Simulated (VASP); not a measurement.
```
CELL_PARAMETERS angstrom
      1.21215    -2.09950     0.00000
      1.21215     2.09950     0.00000
      0.00000     0.00000     3.90891
ATOMIC_POSITIONS crystal
  Co 0.33333 0.66667 0.25000
  Co 0.66667 0.33333 0.75000
```

Computed with LDA (Ceperley-Alder, Perdew-Zunger) with spin-orbit coupling, VASP's LDA PAW potentials (set 64) (plane waves; VASP 6.6.1). Settings: 400 eV cut-off, 15×15×9 Γ-centred mesh, Gaussian smearing of 0.050 eV, potentials Co. Starting moments (MAGMOM): 0 0 1.5 0 0 1.5.

Give the energies of bands 11 to 24 at the high-symmetry points, in eV from the Fermi level.

```
band      Γ      M      K      A      L      H
----  -----  -----  -----  -----  -----  -----
11    -1.73  -1.90  -1.78  -1.76  -0.82  -1.95
12    -1.26  -1.37  -1.64  -1.76  -0.82  -1.88
13    -1.17  -1.20  -1.55  -1.33  -0.25  -1.78
14    -1.11  -0.75  -0.64  -1.33  -0.25  -1.66
15    -0.84  -0.33  -0.56  -1.21  -0.15  -0.44
16    -0.69  -0.20  -0.45  -1.21  -0.15  -0.42
17    -0.52  -0.16  -0.42  -0.84   0.32  -0.35
18    -0.42   1.22   0.90  -0.84   0.32  -0.25
19    -0.35   1.38   0.96  -0.80   1.34   1.11
20    -0.27   1.41   1.11  -0.80   1.34   1.13
21    -0.05   1.71   4.99   0.68   1.82   6.26
22     0.13   2.83   5.78   0.68   1.82   6.31
23     1.04   3.89   5.93   0.72   2.50   6.97
24     1.12   4.80   5.96   0.72   2.50   6.99
```

It has no gap at this level: it comes out as a metal or semimetal.

The compound is Co in the hcp structure. It was relaxed first, which changed the volume by -10 %.
